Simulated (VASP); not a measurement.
Energy against volume of PtAl2 (fluorite). Computed with r2SCAN+rVV10, VASP's PBE PAW potentials (set 64) (plane waves; VASP). Run with 520 eV cut-off, 9×9×9 Γ-centred mesh, first-order Methfessel-Paxton smearing of 0.10 eV, potentials Al Pt.

```
V (Å³/atom)  E (eV/atom)
-----------  -----------
16.524         -22.50967
17.035         -22.51711
17.546         -22.51057
18.057         -22.49211
```

Problem. Fit these four points and predict the energy of the run at 16.013 Å³/atom.

Solution. A cubic in V^(−2/3), the third-order Birch-Murnaghan form, passes through the four points with V0 = 17.04 Å³/atom and B0 = 146 GPa, and gives -22.4858 eV/atom there. The run gave -22.4858 eV/atom, +0.0 meV/atom from the fit; all five points give B0 = 146 GPa.

The compound is PtAl2 in the fluorite structure. It was relaxed first.
